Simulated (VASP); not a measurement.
Calculation: r2SCAN meta-GGA, VASP's PBE PAW potentials (set 64) (plane waves; VASP 6.6.1).

The input files of a VASP run:

### INCAR
```
ALGO = Normal
DIPOL = 0.5 0.5 0.5
EDIFF = 1E-6
ENCUT = 400
IDIPOL = 3
ISMEAR = 1
LASPH = T
LCHARG = F
LDIPOL = T
LMAXMIX = 4
LMIXTAU = T
LORBIT = 11
LREAL = F
LVHAR = T
LWAVE = F
METAGGA = R2SCAN
NELM = 100
NELMIN = 4
PREC = Normal
SIGMA = 0.1
SYSTEM = CoSi2(111) slab
```

File KPOINTS:
```
Automatic mesh
0
Gamma
9 9 1
0 0 0
```

**POSCAR**
```
CoSi2(111) slab
1
    3.7569696113     0.0000000000     0.0000000000
   -1.8784848057     3.2536311696     0.0000000000
    0.0000000000     0.0000000000    24.0715709780
Si Co
6 3
Direct
  0.6666670000   0.3333330000   0.3427688147
  0.3333330000   0.6666670000   0.4657760830
  1.0000000000   0.0000000000   0.4044827584
  0.0000000000   0.0000000000   0.5955172416
  0.6666670000   0.3333330000   0.5342239170
  0.3333330000   0.6666670000   0.6572311853
  0.3333330000   0.6666670000   0.3706744678
  0.0000000000   0.0000000000   0.5000000000
  0.6666670000   0.3333330000   0.6293255322
```

POTCAR, in this order: Si Co (PBE.64 set). Program: vasp_std. Read from the step before: WAVECAR.

Task: What will the output report for the number of irreducible k-points (NKPTS), largest plane-wave count, number of space-group operations, FFT grid (NGX, NGY, NGZ)?

Result: 
| Quantity | Value |
|---|---|
| number of irreducible k-points (NKPTS) | 12 |
| largest plane-wave count | 5394 |
| number of space-group operations | 12 |
| FFT grid (NGX, NGY, NGZ) | 18 × 18 × 120 |

The cell is a thin slab with vacuum, built from CoSi2 (fluorite): (111) face. The run is not spin-polarised, so no magnetic state was tried.
